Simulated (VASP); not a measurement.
The input files of a VASP run:

### INCAR
```
! general
SYSTEM        = CdO
PREC          = Accurate
ENCUT         = 400
LREAL         = F
LASPH         = T

! electronic loop
EDIFF         = 1E-6
NELM          = 100
ALGO          = Normal
LMAXMIX       = 4

! smearing
ISMEAR        = -1
SIGMA         = 0.02

! functional
GGA           = PE
GGA_COMPAT    = F

! spin
MAGMOM        = 6*0.0
LSORBIT       = T
LNONCOLLINEAR = T

! ions
ISIF          = 2

! output
LWAVE         = F
LCHARG        = F
LORBIT        = 11
```

KPOINTS:
```
kpoints
0
G
 8 8 8
```

**POSCAR**
```
CdO
2.350
  0.0000000000   1.0000000000   1.0000000000
  1.0000000000   0.0000000000   1.0000000000
  1.0000000000   1.0000000000   0.0000000000
Cd O
1 1
direct
  0.0000000000   0.0000000000   0.0000000000
  0.5000000000   0.5000000000   0.5000000000
```

POTCAR, in this order: Cd O (PBE.64 set). Program: vasp_ncl.

Problem. Write an equivalent input for Quantum ESPRESSO's pw.x.

Solution. One equivalent input (not run):
```
&CONTROL
  calculation = 'scf'
  pseudo_dir = './pseudo'
  outdir = './out'
  tprnfor = .true.
  tstress = .true.
/
&SYSTEM
  ibrav = 0
  nat = 2
  ntyp = 2
  ecutwfc = 102
  occupations = 'smearing'
  smearing = 'fermi-dirac'
  degauss = 0.00147
  input_dft = 'pbe'
  noncolin = .true.
  lspinorb = .true.
/
&ELECTRONS
  conv_thr = 7.3e-08
  electron_maxstep = 100
/
ATOMIC_SPECIES
  Cd 112.414 Cd.upf
  O 15.999 O.upf
CELL_PARAMETERS angstrom
     0.0000000    2.3500000    2.3500000
     2.3500000    0.0000000    2.3500000
     2.3500000    2.3500000    0.0000000
ATOMIC_POSITIONS crystal
  Cd   0.0000000  0.0000000  0.0000000
  O    0.5000000  0.5000000  0.5000000
K_POINTS automatic
  8 8 8 0 0 0
```
What does not carry over: the potentials are each code's own (VASP's PAW set, PseudoDojo norm-conserving files, fully relativistic, in pw.x), so ENCUT and ecutwfc are chosen apart and not converted; conv_thr bounds pw.x's estimated SCF error, while EDIFF bounds the energy change between steps.

The structure is a typed CdO crystal (Fm-3m). The cell was not relaxed at this level. The run is one of a series of settings (GGA_COMPAT = .FALSE., LNONCOLLINEAR = .TRUE., LSORBIT = .TRUE., MAGMOM = 0.0 0.0 0.0 0.0 0.0 0.0, program vasp_ncl against the base run), some of them coarse on purpose.
